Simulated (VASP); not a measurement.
**As: relaxation of cell and atoms with PBEsol+D3(BJ)**

Sheet: As, a sheet with vacuum.

```
CELL_PARAMETERS angstrom
3.60000 0.00000 0.00000
-1.80000 3.11769 0.00000
0.00000 0.00000 17.40000
ATOMIC_POSITIONS crystal
As 0.33333 0.66667 0.45977
As 0.66667 0.33333 0.54023
```

The cell was built by a generator and needn't be a form met in nature.

```
Program                : VASP 6.6.1
Task                   : relaxation of cell and atoms
Functional             : PBEsol
Dispersion             : D3(BJ)
Potentials or basis    : VASP PAW PBE potentials, release 64 (As)
Cutoff                 : 600 eV
k mesh                 : 12 × 12 × 1
Occupations            : gaussian, width 0.03 eV
Spin                   : no spin polarisation
Dipole correction      : no
Further INCAR settings : ALGO = Normal; EDIFF = 1e-07; IBRION = 2; EDIFFG = -0.005; NSW = 60; ISIF = 3
```

```yaml
Relaxed_volume: 93.51 Å³/atom
Relaxed_cell: a = 3.523 Å, b = 3.523 Å, c = 17.400 Å, α = 90.00°, β = 90.00°, γ = 120.00°
Space_group_after_relaxing_to_0.05_Å: P-3m1 (No. 164)
Energy_gained_by_relaxing: 11.5 meV/atom
Ionic_steps: 5
Band_gap_on_the_k_mesh: 1.39 eV, indirect (least direct gap 2.12 eV)
Dispersion_energy_per_atom: -0.162 eV
```

Step by step:
```
step  energy change (eV)  largest force (eV/Å)  pressure (GPa)  volume (Å³)
   1              0.0000                0.2446           -0.68       195.29
   2             -0.0155                0.4374            0.42       185.41
   3             -0.0208                0.1981            0.03       188.61
   4             -0.0230                0.0262            0.00       187.22
   5             -0.0231                0.0009            0.00       187.01
```

Final structure:
```
As
1.0
     3.52287    0.00000    0.00000
    -1.76144    3.05090    0.00000
     0.00000    0.00000   17.40000
As
2
Direct
  0.33333 0.66667 0.45969
  0.66667 0.33333 0.54031
```

Levels at points of the mesh, in eV from the valence-band top:
| k point | band 2 | band 3 | band 4 | band 5 | band 6 | band 7 | band 8 | band 9 |
| --- | --- | --- | --- | --- | --- | --- | --- | --- |
| (0.00, 0.00, 0.00) | -7.49 | -0.93 | 0.00 | 0.00 | 2.12 | 3.52 | 3.52 | 4.77 |
| (0.50, 0.00, 0.00) | -9.39 | -3.76 | -2.05 | -1.90 | 1.81 | 2.85 | 4.49 | 6.00 |

It took 65 s on 4 MPI ranks on Intel(R) Xeon(R) Platinum 8488C (Sapphire Rapids) (shared host), peak memory 0.38 GiB a rank.

Caveat: the PAW data sets were made with another functional, which shifts forces and pressure a little. PBEsol gaps usually lie below the measured ones, often by a third to a half.
